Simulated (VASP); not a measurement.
Data:

```
CELL_PARAMETERS angstrom
      3.94852     0.00000     0.00000
      0.00000     3.94852     0.00000
      0.00000     0.00000     3.94852
ATOMIC_POSITIONS crystal
  K  0.00000 0.00000 0.00000
  Zn 0.50000 0.50000 0.50000
  F  0.50000 0.00000 0.50000
  F  0.00000 0.50000 0.50000
  F  0.50000 0.50000 0.00000
```

These are r2SCAN+rVV10, VASP's PBE PAW potentials (set 64) (plane waves; VASP) values and carry that method's errors. Run with 520 eV cut-off, 6×6×6 Γ-centred mesh, Gaussian smearing of 0.050 eV, potentials K_sv Zn F.

Estimate the energy per atom (σ→0), pressure, band gap (on the k-mesh) with the smallest direct gap where there is one.

| Item | Value |
|---|---|
| band gap (on the k-mesh) | 4.72 eV |
| smallest direct gap (on the k-mesh) | 7.21 eV |
| energy per atom (σ→0) | -7.383 eV/atom |
| pressure | 6.79 GPa |

The compound is KZnF3 in the cubic perovskite structure. This cell is one point of a volume scan, at 0.94 of the reference volume.
